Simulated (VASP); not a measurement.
Level of theory: PBEsol GGA, VASP's PBE PAW potentials (set 64) (plane waves; VASP 6.6.1).

The input files of a VASP run:

**INCAR**
```
ALGO = Normal
EDIFF = 1E-6
EDIFFG = -0.02
ENCUT = 620
GGA = PS
IBRION = 2
ISIF = 3
ISMEAR = 0
LASPH = T
LCHARG = F
LREAL = F
LWAVE = F
NELM = 100
NSW = 40
PREC = Accurate
PSTRESS = 450
SIGMA = 0.05
SYSTEM = BN
```

### KPOINTS
```
Automatic mesh
0
Gamma
13 13 13
0 0 0
```

### POSCAR
```
BN
1
   -0.0000000000     1.7459739732     1.7459739732
    1.7459739732     0.0000000000     1.7459739732
    1.7459739732     1.7459739732     0.0000000000
B N
1 1
Direct
  0.0000000000   0.0000000000   0.0000000000
  0.2500000000   0.2500000000   0.2500000000
```

POTCAR, in this order: B N (PBE.64 set). Program: vasp_std.

The resulting files:

**OSZICAR**
```
       N       E                     dE             d eps       ncg     rms          rms(c)
DAV:   1     0.146736466620E+02    0.14674E+02   -0.60115E+03  1384   0.116E+03
DAV:   2    -0.190873467833E+02   -0.33761E+02   -0.32911E+02  1824   0.222E+02
DAV:   3    -0.193355298620E+02   -0.24818E+00   -0.24818E+00  1600   0.215E+01
DAV:   4    -0.193357433533E+02   -0.21349E-03   -0.21349E-03  1880   0.575E-01
DAV:   5    -0.193357434301E+02   -0.76731E-07   -0.76731E-07  1496   0.718E-03    0.719E+00
DAV:   6    -0.183529620484E+02    0.98278E+00   -0.31117E+00  1800   0.143E+01    0.364E+00
DAV:   7    -0.182304261694E+02    0.12254E+00   -0.16116E-01  1776   0.375E+00    0.199E+00
DAV:   8    -0.182073011367E+02    0.23125E-01   -0.46833E-02  1536   0.187E+00    0.235E-01
DAV:   9    -0.182073289034E+02   -0.27767E-04   -0.37204E-04  1376   0.250E-01    0.851E-02
DAV:  10    -0.182073400674E+02   -0.11164E-04   -0.65252E-05  1888   0.885E-02    0.141E-02
DAV:  11    -0.182073412561E+02   -0.11886E-05   -0.15594E-06  1416   0.134E-02    0.455E-03
DAV:  12    -0.182073413148E+02   -0.58674E-07   -0.32256E-07   672   0.538E-03
   1 F= -.15217520E+02 E0= -.15217520E+02  d E =-.152175E+02
```

**OUTCAR**
```
------------------------ aborting loop because EDIFF is reached ----------------------------------------
  FORCE on cell =-STRESS in cart. coord.  units (eV):
  Direction    XX          YY          ZZ          XY          YZ          ZX
  --------------------------------------------------------------------------------------
  Total        2.9777453      2.9777453      2.9777453     -0.0000000      0.0000000      0.0000000
  in kB      448.1824454    448.1824454    448.1824454     -0.0000000      0.0000000      0.0000000
  external PRESSURE =      -1.8175546 kB  Pullay stress =     450.0000000 kB
  volume of cell :       10.64
      direct lattice vectors                 reciprocal lattice vectors
     0.000000000  1.745973973  1.745973973    -0.286373112  0.286373112  0.286373112
     1.745973973  0.000000000  1.745973973     0.286373112 -0.286373112  0.286373112
     1.745973973  1.745973973  0.000000000     0.286373112  0.286373112 -0.286373112
  FREE ENERGIE OF THE ION-ELECTRON SYSTEM (eV)
  ---------------------------------------------------
  free  energy   TOTEN  =       -18.2073413148 eV

  energy  without entropy=      -18.2073413148  energy(sigma->0) =      -18.20734131
  enthalpy is  TOTEN    =       -15.2175200700 eV   P V=        2.9898212448

 reached required accuracy - stopping structural energy minimisation
```
(Selected blocks of OUTCAR.)

### OUTCAR
```
 val. band max:        8.6985138351   @ k =   0.0000   0.0000   0.0000

 cond. band min:      13.1617147581   @ k =   0.4615   0.4615   0.0000


 Fermi energy:         9.0021983939

 k-point     1 :       0.0000    0.0000    0.0000
  band No.  band energies     occupation
      1     -12.7893      2.00000
      2       8.6985      2.00000
      3       8.6985      2.00000
      4       8.6985      2.00000
      5      17.9479      0.00000
      6      17.9479      0.00000
      7      17.9479      0.00000
      8      20.6960      0.00000

 k-point     2 :       0.0769    0.0000    0.0000
  band No.  band energies     occupation
      1     -12.6324      2.00000
      2       7.8463      2.00000
      3       8.5225      2.00000
      4       8.5225      2.00000
      5      18.2142      0.00000
      6      18.2142      0.00000
      7      18.2447      0.00000
      8      21.1298      0.00000

 k-point     3 :       0.1538    0.0000    0.0000
  band No.  band energies     occupation
      1     -12.1654      2.00000
      2       5.8275      2.00000
      3       8.0857      2.00000
      4       8.0857      2.00000
      5      18.7669      0.00000
      6      18.8490      0.00000
      7      18.8490      0.00000
      8      22.2086      0.00000

 k-point     4 :       0.2308    0.0000    0.0000
  band No.  band energies     occupation
      1     -11.4023      2.00000
      2       3.3799      2.00000
      3       7.5626      2.00000
      4       7.5626      2.00000
      5      19.2548      0.00000
      6      19.4901      0.00000
      7      19.4901      0.00000
      8      23.3474      0.00000

 k-point     5 :       0.3077    0.0000    0.0000
  band No.  band energies     occupation
      1     -10.3788      2.00000
      2       0.9143      2.00000
      3       7.0900      2.00000
      4       7.0900      2.00000
      5      19.6796      0.00000
      6      19.8495      0.00000
      7      19.8495      0.00000
...
```

The structure was generated: BN was put into the zinc blende type (F-43m), which need not be its known phase. It was relaxed first under an external pressure of 45 GPa.
